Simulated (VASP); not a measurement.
An input for Ansatz (written as the equivalent of a VASP run, and not itself run):

Ansatz 0.2 input:
```yaml
crystal:
  lattice:
    - [1.2491160, -2.1366670, 0.0000000]
    - [1.2491160, 2.1366670, 0.0000000]
    - [0.0000000, 0.0000000, 6.8797190]
  atoms:
    - { symbol: C, position: [0.0000000, 0.0000000, 0.2500000] }
    - { symbol: C, position: [0.0000000, 0.0000000, 0.7500000] }
    - { symbol: C, position: [0.3333330, 0.6666670, 0.2500000] }
    - { symbol: C, position: [0.6969810, 0.3636470, 0.7500000] }
kpoints:
  mp_grid: { grid: [2, 2, 1] }
hamiltonian:
  xc: pbe
  pseudopotentials: { kind: paw }
scf:
  occupations: { method: methfessel_paxton, width: 0.1 }
  max_iter: 100
output: { forces: true, stress: true, eigenvalues: true }
```

Problem. Write the VASP files for the same calculation (PBE).

Solution. This is not unique; one that fits is 
### KPOINTS
```
Automatic mesh
0
Gamma
2 2 1
0 0 0
```

File POSCAR:
```
C
1.0
  1.2491160000  -2.1366670000   0.0000000000
  1.2491160000   2.1366670000   0.0000000000
  0.0000000000   0.0000000000   6.8797190000
C
4
direct
  0.0000000000   0.0000000000   0.2500000000
  0.0000000000   0.0000000000   0.7500000000
  0.3333330000   0.6666670000   0.2500000000
  0.6969810000   0.3636470000   0.7500000000
```

**INCAR**
```
SYSTEM=C
PREC=Accurate; ENCUT=520; LREAL=.FALSE.
LASPH=.TRUE.
EDIFF=1E-6; NELM=100; ALGO=Normal
ISMEAR=1; SIGMA=0.1
GGA=PE
ISIF=2
LWAVE=.FALSE.; LCHARG=.FALSE.
```

POTCAR, in this order: C (PBE.64 set). Program: vasp_std.

What does not carry over: each code has its own PAW files, so the cut-off isn't converted (ENCUT is set for VASP's; basis.ecutwfc is left out, and Ansatz then takes the one that its files recommend); Ansatz stops its SCF on the density residual and VASP on the energy change (EDIFF).

The compound is C in the graphite structure. The cell was not relaxed at this level. The k-mesh is coarse (spacing up to 1.46 per Å, 2π included), so the numbers may not be converged in it. The run is one of a series of settings (KPOINTS 2×2×1 Γ-centred mesh against the base run), some of them coarse on purpose.
